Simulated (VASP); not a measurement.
Given:

```
MoSSe
1.0
    3.20412     0.00000     0.00000
   -1.60206     2.77484     0.00000
    0.00000     0.00000    13.14321
Mo Se S
2 2 2
Direct
  0.00000   0.00000   0.25976
  0.00000   0.00000   0.74024
  0.66667   0.33333   0.86957
  0.33333   0.66667   0.13043
  0.33333   0.66667   0.37574
  0.66667   0.33333   0.62426
```

Calculation: PBEsol GGA with spin-orbit coupling, VASP's PBE PAW potentials (set 64) (plane waves; VASP 6.6.1). Run with 400 eV cut-off, 7×7×2 Γ-centred mesh, Gaussian smearing of 0.050 eV, potentials Mo_sv Se S.

The path is coarsely sampled, so an indirect gap can come out somewhat too large. Without a dispersion term in the relaxation, distances and binding between the weakly bound layers, chains or molecules are unreliable, and so is what depends on them.

Question: Give the energies of bands 47 to 60 at the high-symmetry points, in eV from the valence-band maximum.

Answer: 
```
band      Γ      M      K      A      L      H
----  -----  -----  -----  -----  -----  -----
47    -1.48  -1.25  -2.72  -1.62  -1.23  -2.70
48    -1.48  -1.25  -2.72  -1.62  -1.23  -2.70
49    -1.05  -1.16  -0.62  -0.60  -1.13  -0.61
50    -1.05  -1.16  -0.62  -0.60  -1.13  -0.61
51     0.00  -1.02  -0.46  -0.09  -1.07  -0.45
52     0.00  -1.02  -0.46  -0.09  -1.07  -0.45
53     2.30   1.68   1.14   2.33   1.69   1.14
54     2.30   1.68   1.14   2.33   1.69   1.14
55     2.40   1.71   1.18   2.36   1.69   1.17
56     2.40   1.71   1.18   2.37   1.69   1.17
57     2.40   2.05   2.27   2.41   1.99   2.13
58     2.41   2.05   2.27   2.42   1.99   2.13
59     2.50   2.12   2.28   2.49   2.15   2.14
60     2.52   2.12   2.28   2.54   2.15   2.14
```

The gap is indirect, 0.90 eV, from the valence maximum at Γ to the conduction minimum at K-Γ at 0.50.

The structure comes from a computed database's MoSeS entry (P-3m1); how it stands against other phases isn't given here. It was relaxed first, which changed the volume by -6 %.
